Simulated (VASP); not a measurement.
PN, 4 atoms in the cell. It takes space group Cmmm (No. 65, orthorhombic). The conventional cell has a = 2.679 Å, b = 8.783 Å, c = 2.787 Å, α = 90.00°, β = 90.00°, γ = 90.00°. Around P (site symmetry m2m) lie 2 P at 1.65 Å and 2 N at 1.65 Å. Around N (site symmetry m2m) lie 1 N at 1.65 Å and 2 P at 1.65 Å. The cell was built by a generator and needn't be a form met in nature.

* Program: VASP 6.6.1
* Task: single point
* Functional: PBE
* Potentials or basis: VASP PAW PBE potentials, release 64 (P, N)
* Cutoff: 520 eV
* k mesh: 6 × 6 × 6
* Occupations: gaussian, width 0.1 eV
* Spin: no spin polarisation
* Dipole correction: no
* Further INCAR settings: ALGO = Normal; EDIFF = 1e-07; NBANDS = 18

Potentials or basis: VASP PAW PBE potentials, release 64 (P, N).

The run is started by

```sh
$ cat potpaw_PBE.64/P/POTCAR potpaw_PBE.64/N/POTCAR > POTCAR
$ mpirun -np 1 vasp_std > vasp.out
```

Hardware: 1 thread of Intel(R) Xeon(R) Platinum 8488C (Sapphire Rapids), with other jobs on the host.

Problem. How long does it take, and how much memory?

Solution. Run time: 27 s on 1 thread of Intel(R) Xeon(R) Platinum 8488C (Sapphire Rapids), on a shared host, peak memory 0.18 GiB. Counts: scf iterations 14, k points 52.
